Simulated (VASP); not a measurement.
All values below come from r2SCAN meta-GGA, VASP's PBE PAW potentials (set 64) (plane waves; VASP).

VASP input:

KPOINTS:
```
Automatic
0
gamma
 8 8 2
0 0 0
```

POSCAR:
```
MoS2
1.0
  1.5581590853  -2.6988098965   0.0000000000
  1.5581590853   2.6988098965   0.0000000000
  0.0000000000   0.0000000000  11.5664892463
Mo S
2 4
Cart
  1.5581590853   0.8996050980   2.8916223116
  1.5581590853  -0.8996050980   8.6748669347
  1.5581590853   0.8996050980  10.2351869887
  1.5581590853  -0.8996050980   4.4519423656
  1.5581590853  -0.8996050980   1.3313022576
  1.5581590853   0.8996050980   7.1145468807
```

**INCAR**
```
ALGO  =  Normal
EDIFF  =  1E-6
EDIFFG  =  -0.02
ENCUT  =  500
IBRION  =  2
ISIF  =  3
ISMEAR  =  0
LASPH  =  .True.
LCHARG  =  .False.
LMAXMIX  =  4
LMIXTAU  =  .True.
LREAL  =  .False.
LWAVE  =  .False.
METAGGA  =  R2SCAN
NELM  =  100
NSW  =  40
PREC  =  Accurate
PSTRESS  =  100
SIGMA  =  0.05
SYSTEM  =  MoS2
```

POTCAR, in this order: Mo_sv S (PBE.64 set). Program: vasp_std.

The resulting files:

File OUTCAR:
```
 ion  position               nearest neighbor table
   1  0.333  0.667  0.250-   4 2.38   5 2.38   4 2.38   5 2.38   4 2.38   5 2.38
   2  0.667  0.333  0.750-   3 2.38   6 2.38   3 2.38   6 2.38   3 2.38   6 2.38
   3  0.333  0.667  0.885-   2 2.38   2 2.38   2 2.38
   4  0.667  0.333  0.385-   1 2.38   1 2.38   1 2.38
   5  0.667  0.333  0.115-   1 2.38   1 2.38   1 2.38
   6  0.333  0.667  0.615-   2 2.38   2 2.38   2 2.38
  LATTYP: Found a hexagonal cell.
 ALAT       =     3.1163174730
 C/A-ratio  =     3.7115888694
 Subroutine PRICEL returns:
 Original cell was already a primitive cell.
 Subroutine GETGRP returns: Found 24 space group operations
The static configuration has the point symmetry D_3d.
 The point group associated with its full space group is D_6h.
The dynamic configuration has the point symmetry D_3d.
 Subroutine INISYM returns: Found 24 space group operations
 Subroutine IBZKPT returns following result:
 Found     20 irreducible k-points:

 Following reciprocal coordinates:
            Coordinates               Weight
  0.000000  0.000000  0.000000      1.000000
  0.125000  0.000000  0.000000      6.000000
  0.250000  0.000000  0.000000      6.000000
  0.375000  0.000000  0.000000      6.000000
  0.500000  0.000000  0.000000      3.000000
  0.125000  0.125000  0.000000      6.000000
  0.250000  0.125000  0.000000     12.000000
  0.375000  0.125000  0.000000     12.000000
  0.250000  0.250000  0.000000      6.000000
  0.375000  0.250000  0.000000      6.000000
  0.000000  0.000000  0.500000      1.000000
  0.125000  0.000000  0.500000      6.000000
  0.250000  0.000000  0.500000      6.000000
  0.375000  0.000000  0.500000      6.000000
  0.500000  0.000000  0.500000      3.000000
  0.125000  0.125000  0.500000      6.000000
  0.250000  0.125000  0.500000     12.000000
  0.375000  0.125000  0.500000     12.000000
...
```

OSZICAR:
```
       N       E                     dE             d eps       ncg     rms          rms(c)
DAV:   1     0.399975281064E+03    0.39998E+03   -0.30182E+04  1368   0.161E+03
DAV:   2    -0.835267151953E+02   -0.48350E+03   -0.47322E+03  1490   0.415E+02
DAV:   3    -0.108261429906E+03   -0.24735E+02   -0.24580E+02  1576   0.826E+01
DAV:   4    -0.108820887598E+03   -0.55946E+00   -0.55796E+00  1541   0.117E+01
DAV:   5    -0.108830991394E+03   -0.10104E-01   -0.10101E-01  1542   0.159E+00    0.415E+01
DAV:   6    -0.984996246404E+02    0.10331E+02   -0.20383E+01  1433   0.314E+01    0.141E+01
DAV:   7    -0.932843297876E+02    0.52153E+01   -0.62456E+00  1440   0.131E+01    0.723E+00
DAV:   8    -0.913025980478E+02    0.19817E+01   -0.21477E+00  1525   0.865E+00    0.451E+00
DAV:   9    -0.891539821489E+02    0.21486E+01   -0.49013E-01  1436   0.468E+00    0.172E+00
DAV:  10    -0.895731787132E+02   -0.41920E+00   -0.35122E-01  1616   0.376E+00    0.452E-01
DAV:  11    -0.896260335642E+02   -0.52855E-01   -0.13911E-02  1506   0.736E-01    0.523E-01
DAV:  12    -0.895502665757E+02    0.75767E-01   -0.16616E-02  1352   0.872E-01    0.706E-01
DAV:  13    -0.897069807882E+02   -0.15671E+00   -0.93864E-02  1289   0.208E+00    0.902E-01
DAV:  14    -0.897074094960E+02   -0.42871E-03   -0.36454E-02  1401   0.126E+00    0.815E-01
DAV:  15    -0.897085866470E+02   -0.11772E-02   -0.88812E-04  1480   0.173E-01    0.680E-01
DAV:  16    -0.897206214393E+02   -0.12035E-01   -0.82910E-03  1324   0.518E-01    0.206E-01
DAV:  17    -0.897208493414E+02   -0.22790E-03   -0.84167E-04  1491   0.187E-01    0.226E-01
DAV:  18    -0.897208837276E+02   -0.34386E-04   -0.96002E-05  1436   0.594E-02    0.233E-01
DAV:  19    -0.897209096566E+02   -0.25929E-04   -0.42851E-05  1521   0.361E-02    0.190E-01
DAV:  20    -0.897209237746E+02   -0.14118E-04   -0.13594E-04  1533   0.663E-02    0.654E-02
DAV:  21    -0.897209346212E+02   -0.10847E-04   -0.77130E-06  1318   0.200E-02    0.581E-02
DAV:  22    -0.897209326309E+02    0.19903E-05   -0.55786E-06  1312   0.138E-02    0.245E-02
DAV:  23    -0.897209309397E+02    0.16912E-05   -0.86897E-06  1394   0.171E-02    0.131E-02
DAV:  24    -0.897209298453E+02    0.10944E-05   -0.12274E-06   788   0.910E-03    0.117E-02
DAV:  25    -0.897209303120E+02   -0.46669E-06   -0.96527E-07   767   0.582E-03
   1 F= -.83649304E+02 E0= -.83649304E+02  d E =-.836493E+02
       N       E                     dE             d eps       ncg     rms          rms(c)
DAV:   1    -0.897184882466E+02    0.24416E-02   -0.30193E+00  1268   0.144E+01    0.437E+00
DAV:   2    -0.896283279784E+02    0.90160E-01   -0.53095E-01  1387   0.501E+00    0.117E+00
DAV:   3    -0.896145994849E+02    0.13728E-01   -0.94814E-02  1369   0.142E+00    0.574E-01
DAV:   4    -0.896134843047E+02    0.11152E-02   -0.13185E-02  1355   0.761E-01    0.195E-01
DAV:   5    -0.896153951052E+02   -0.19108E-02   -0.30373E-03  1569   0.375E-01    0.215E-01
DAV:   6    -0.896166236851E+02   -0.12286E-02   -0.11228E-03  1571   0.200E-01    0.970E-02
DAV:   7    -0.896166341007E+02   -0.10416E-04   -0.46471E-04  1534   0.161E-01    0.318E-02
DAV:   8    -0.896168382776E+02   -0.20418E-03   -0.30810E-04  1525   0.133E-01    0.199E-02
DAV:   9    -0.896168633121E+02   -0.25034E-04   -0.27678E-05  1406   0.401E-02    0.463E-03
DAV:  10    -0.896168651059E+02   -0.17937E-05   -0.95496E-07   949   0.743E-03    0.228E-03
DAV:  11    -0.896168643063E+02    0.79959E-06   -0.10629E-06   704   0.696E-03
   2 F= -.83639572E+02 E0= -.83639572E+02  d E =0.973113E-02
       N       E                     dE             d eps       ncg     rms          rms(c)
DAV:   1    -0.897487584034E+02   -0.13189E+00   -0.15577E+00  1268   0.104E+01    0.298E+00
DAV:   2    -0.897032412295E+02    0.45517E-01   -0.30170E-01  1380   0.372E+00    0.880E-01
DAV:   3    -0.896946182773E+02    0.86230E-02   -0.60130E-02  1384   0.111E+00    0.461E-01
DAV:   4    -0.896943028583E+02    0.31542E-03   -0.77913E-03  1319   0.574E-01    0.127E-01
DAV:   5    -0.896950421891E+02   -0.73933E-03   -0.17169E-03  1560   0.266E-01    0.134E-01
DAV:   6    -0.896957042163E+02   -0.66203E-03   -0.55855E-04  1556   0.143E-01    0.657E-02
DAV:   7    -0.896956927032E+02    0.11513E-04   -0.20524E-04  1555   0.108E-01    0.281E-02
DAV:   8    -0.896957811024E+02   -0.88399E-04   -0.17993E-04  1489   0.997E-02    0.162E-02
DAV:   9    -0.896958092804E+02   -0.28178E-04   -0.24220E-05  1417   0.377E-02    0.346E-03
DAV:  10    -0.896958089527E+02    0.32771E-06   -0.15353E-06  1002   0.945E-03
   3 F= -.83651096E+02 E0= -.83651096E+02  d E =-.179199E-02
```

OUTCAR:
```
------------------------ aborting loop because EDIFF is reached ----------------------------------------
  FORCE on cell =-STRESS in cart. coord.  units (eV):
  Direction    XX          YY          ZZ          XY          YZ          ZX
  --------------------------------------------------------------------------------------
  Total        6.0080480      6.0080443      6.0923836      0.0000000      0.0000000     -0.0000000
  in kB       99.3934309     99.3933701    100.7886279      0.0000000      0.0000000     -0.0000000
  external PRESSURE =      -0.1415237 kB  Pullay stress =     100.0000000 kB
  volume of cell :       96.85
      direct lattice vectors                 reciprocal lattice vectors
     1.556017605 -2.695100725  0.000000000     0.321333125 -0.185521823  0.000000000
     1.556017605  2.695100725 -0.000000000     0.321333125  0.185521823 -0.000000000
     0.000000000  0.000000000 11.546936845     0.000000000  0.000000000  0.086603054
 POSITION                                       TOTAL-FORCE (eV/Angst)
 -----------------------------------------------------------------------------------
      1.55602      0.89837      2.88673        -0.000000      0.000000     -0.000000
      1.55602     -0.89837      8.66020         0.000000     -0.000000     -0.000000
      1.55602      0.89837     10.21643         0.000000      0.000000      0.003206
      1.55602     -0.89837      4.44297         0.000000     -0.000000      0.003206
      1.55602     -0.89837      1.33050         0.000000     -0.000000     -0.003206
      1.55602      0.89837      7.10397         0.000000      0.000000     -0.003206
 -----------------------------------------------------------------------------------
    total drift:                                0.000206      0.001534     -0.000030
  FREE ENERGIE OF THE ION-ELECTRON SYSTEM (eV)
  ---------------------------------------------------
  free  energy   TOTEN  =       -89.6958089527 eV

  energy  without entropy=      -89.6958089527  energy(sigma->0) =      -89.69580895
  enthalpy is  TOTEN    =       -83.6510956011 eV   P V=        6.0447133516

 reached required accuracy - stopping structural energy minimisation
```
(Selected blocks of OUTCAR.)

CONTCAR:
```
MoS2
   1.00000000000000
     1.5560176048427572   -2.6951007245109997    0.0000000000000000
     1.5560176048427572    2.6951007245109997   -0.0000000000000000
     0.0000000000000000    0.0000000000000000   11.5469368451899257
  Mo              S
     2     4
Direct
     0.3333330000000032    0.6666669999999968    0.2500000000000000
     0.6666669999999968    0.3333330000000032    0.7500000000000000
     0.3333330000000032    0.6666669999999968    0.8847743514587068
     0.6666669999999968    0.3333330000000032    0.3847743514587069
     0.6666669999999968    0.3333330000000032    0.1152256485412931
     0.3333330000000032    0.6666669999999968    0.6152256485412932
```

The compound is MoS2 in the 2H layered structure. This run relaxes it under an external pressure of 10 GPa. Symmetry was kept, so distortions that lower it aren't found.
